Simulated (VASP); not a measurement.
Data:

```
CsI
1.0
    4.67056     0.00000     0.00000
    0.00000     4.67056     0.00000
    0.00000     0.00000     4.67056
Cs I
1 1
Direct
  0.00000   0.00000   0.00000
  0.50000   0.50000   0.50000
```

These are PBE GGA with D3 dispersion (zero damping), VASP's PBE PAW potentials (set 64) (plane waves; VASP) values and carry that method's errors. Numerical set-up: 520 eV cut-off, 7×7×7 Γ-centred mesh, tetrahedra with Blöchl corrections, potentials Cs_sv I.

### Question
Estimate the energy per atom (σ→0).

### Answer

| Property | Value |
|---|---|
| energy per atom (σ→0) | -2.967 eV/atom |

Only differences to runs with the same potentials and settings are physical.

The compound is CsI in the CsCl type structure. It was relaxed first, which changed the volume by +7 %.
